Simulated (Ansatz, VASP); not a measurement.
RuC4: VASP beside Ansatz

```
Ru C
1.0
     3.80930    0.00000    0.00000
    -1.90465    3.29895    0.00000
     0.00000    0.00000    3.93326
Ru C
1 4
Direct
  0.00000 0.00000 0.50000
  0.50000 0.00000 0.00000
  0.00000 0.50000 0.00000
  0.50000 0.50000 0.00000
  0.00000 0.00000 0.00000
```

Alike in both runs: functional PBE; k mesh 12 × 12 × 10; occupations gaussian, width 0.1 eV; no spin polarisation.

Ansatz relaxed the structure, and its values are those at the end. VASP's run is a single point on that final structure, the one shown.

|  | VASP | Ansatz |
| --- | --- | --- |
| version | VASP 6.6.1 | Ansatz 0.2.0 |
| potentials or method | VASP PAW PBE potentials, release 64 (Ru_pv, C) | scalar-relativistic, plane waves, PAW |
| plane-wave cutoff (eV) | 520 | 420 |
| valence electrons in the cell | 30 | 32 |

```csv
,VASP,Ansatz,Ansatz less VASP
gap on the k mesh at the Fermi level (eV),none,none,-
pressure (GPa),0.0,0.0,-0.01
```

A gap of «none» marks a metal or a gap that the smearing closes. The two sets of potentials don't hold the same shells in valence.
